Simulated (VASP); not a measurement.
Input:

```xyz
6
Lattice="4.5664 0.0000 0.0000 0.0000 4.5664 0.0000 0.0000 0.0000 3.1981" Properties=species:S:1:pos:R:3 pbc="T T T"
Ir     0.0000     0.0000     0.0000
Ir     2.2832     2.2832     1.5990
O      1.4075     1.4075     0.0000
O      3.6907     0.8757     1.5990
O      0.8757     3.6907     1.5990
O      3.1589     3.1589     0.0000
```

Method: revPBE GGA, VASP's PBE PAW potentials (set 64) (plane waves; VASP). Settings: 520 eV cut-off, 8×8×11 Γ-centred mesh, tetrahedra with Blöchl corrections, potentials Ir O.

The cores are frozen, which limits the accuracy of field gradients.

**Question.** Give the principal components of the electric field gradient (V/Å²) and the asymmetry η at each nucleus.

**Answer.** 
```json
[
 {"atom": "Ir1", "Vxx": "174.4", "Vyy": "3.7", "Vzz": "-178.1", "η": "0.96"},
 {"atom": "Ir2", "Vxx": "174.4", "Vyy": "3.7", "Vzz": "-178.1", "η": "0.96"},
 {"atom": "O3", "Vxx": "61.2", "Vyy": "41.5", "Vzz": "-102.7", "η": "0.19"},
 {"atom": "O4", "Vxx": "61.2", "Vyy": "41.5", "Vzz": "-102.7", "η": "0.19"},
 {"atom": "O5", "Vxx": "61.2", "Vyy": "41.5", "Vzz": "-102.7", "η": "0.19"},
 {"atom": "O6", "Vxx": "61.2", "Vyy": "41.5", "Vzz": "-102.7", "η": "0.19"}
]
```

The compound is IrO2 in the rutile structure. It was relaxed first.
